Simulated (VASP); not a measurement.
Crystal: Ti2SiTe2.

```
CELL_PARAMETERS angstrom
3.73791 0.00000 0.00000
-1.86896 3.23713 0.00000
0.00000 0.00000 10.04800
ATOMIC_POSITIONS crystal
Ti 0.33333 0.66667 0.84873
Ti 0.33333 0.66667 0.15127
Si 0.00000 0.00000 0.00000
Te 0.66667 0.33333 0.68033
Te 0.66667 0.33333 0.31967
```

The cell was built by a generator and needn't be a form met in nature.

```yaml
Program: VASP 6.6.1
Task: relaxation of cell and atoms
Functional: PBE
Potentials_or_basis: VASP PAW PBE potentials, release 64 (Ti_sv, Si, Te)
Cutoff: 520 eV
k_mesh: 10 × 10 × 4
Occupations: gaussian, width 0.1 eV
Spin: no spin polarisation
```

At the start: pressure 0.0 GPa; volume 24.32 Å³/atom.

Task: Where does the relaxation end?

Result: Over 26 steps the energy falls by 4.3 meV/atom and the volume is 24.83 Å³/atom (+2.1 %); space group P-6m2 (No. 187, to 0.05 Å).

The path:
```
step  energy change (eV)  largest force (eV/Å)  pressure (GPa)  volume (Å³)
   1              0.0000                0.0429            0.04       121.58
   2             -0.0061                0.0609           -0.02       121.68
   3             -0.0118                0.1007           -0.17       121.87
   4             -0.0118                0.1066           -0.22       121.89
   5             -0.0138                0.0606            0.42       121.10
   6             -0.0138                0.0664            0.37       121.19
   7             -0.0157                0.0699            0.28       121.54
   8             -0.0172                0.1202            0.10       122.24
   9             -0.0196                0.0779            0.00       122.90
  10             -0.0208                0.0754           -0.19       124.43
  11             -0.0210                0.0424           -0.18       124.05
  12             -0.0210                0.0261           -0.15       123.87
  13             -0.0210                0.0318           -0.15       123.93
  14             -0.0212                0.0383            0.17       123.64
  15             -0.0213                0.0359            0.09       123.75
  16             -0.0213                0.0355            0.05       123.78
  17             -0.0214                0.0042            0.04       123.84
  18             -0.0214                0.0126            0.03       123.87
  19             -0.0214                0.0149           -0.02       123.99
  20             -0.0215                0.0200           -0.04       124.10
  21             -0.0214                0.0293           -0.14       124.33
  22             -0.0214                0.0235           -0.11       124.19
  23             -0.0214                0.0218           -0.10       124.15
  24             -0.0215                0.0207           -0.08       124.13
  25             -0.0215                0.0172           -0.06       124.13
  26             -0.0215                0.0069           -0.02       124.15
```

Final structure:
```
Ti Si Te
1.0
     3.69306    0.00000    0.00000
    -1.84653    3.19829    0.00000
     0.00000    0.00000   10.51131
Ti Si Te
2 1 2
Direct
  0.33333 0.66667 0.85323
  0.33333 0.66667 0.14677
  0.00000 0.00000 0.00000
  0.66667 0.33333 0.68831
  0.66667 0.33333 0.31169
```

Caveat: this functional lacks dispersion, which binds the layers, so the pressure and a relaxed spacing across them are unreliable.
